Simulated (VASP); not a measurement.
Data:

```xyz
2
Lattice="0.0000 2.9870 2.9870 2.9870 0.0000 2.9870 2.9870 2.9870 0.0000" Properties=species:S:1:pos:R:3 pbc="T T T"
In     0.0000     0.0000     0.0000
As     1.4935     1.4935     1.4935
```

All values below come from MS2 meta-GGA, VASP's PBE PAW potentials (set 64) (plane waves; VASP). Run with 520 eV cut-off, 10×10×10 Γ-centred mesh, first-order Methfessel-Paxton smearing of 0.10 eV, potentials In_d As.

### Question
Give the stress tensor in GPa (positive for a compressed cell).

### Answer

```
4.07  0.00  0.00
0.00  4.07  0.00
0.00  0.00  4.07
```
The pressure is its mean diagonal, 4.07 GPa.

The compound is InAs in the zinc blende structure. This cell is one point of a volume scan, at 0.94 of the reference volume.
